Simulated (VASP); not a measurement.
Here is the system:

```xyz
3
Lattice="0.0000 2.2070 2.2070 2.2070 0.0000 2.2070 2.2070 2.2070 0.0000" Properties=species:S:1:pos:R:3 pbc="T T T"
Be     1.1035     1.1035     1.1035
Be     3.3105     3.3105     3.3105
C      0.0000     0.0000     0.0000
```

Calculation: PBE GGA, VASP's PBE PAW potentials (set 64) (plane waves; VASP). Numerical set-up: 520 eV cut-off, 9×9×9 Γ-centred mesh, Gaussian smearing of 0.050 eV, potentials Be C.

**Question.** Predict the energy per atom (σ→0), pressure.

**Answer.** 
energy per atom (σ→0): -5.805 eV/atom
pressure: -103.5 kbar

Total energies compare only between runs with the same potentials, cut-off and functional.

The compound is Be2C in the antifluorite structure. This cell is one point of a volume scan, at 1.06 of the reference volume.
